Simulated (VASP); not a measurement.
Energy against volume of Pt (fcc). Calculation: PBE GGA, VASP's PBE PAW potentials (set 64) (plane waves; VASP 6.6.1). Numerical set-up: 520 eV cut-off, 16×16×16 Γ-centred mesh, first-order Methfessel-Paxton smearing of 0.10 eV, potentials Pt.

```json
[
 {"V (Å³/atom)": "15.131", "E (eV/atom)": "-6.08311"},
 {"V (Å³/atom)": "15.599", "E (eV/atom)": "-6.09529"},
 {"V (Å³/atom)": "16.067", "E (eV/atom)": "-6.08543"},
 {"V (Å³/atom)": "16.535", "E (eV/atom)": "-6.05742"}
]
```

### Question
Fit these four points and predict the energy of the run at 14.663 Å³/atom.

### Answer
A cubic in V^(−2/3), the third-order Birch-Murnaghan form, passes through the four points with V0 = 15.61 Å³/atom and B0 = 250 GPa, and gives -6.0442 eV/atom there. The run gave -6.0441 eV/atom, +0.1 meV/atom from the fit; all five points give B0 = 250 GPa.

The compound is Pt in the fcc structure. It was relaxed first.
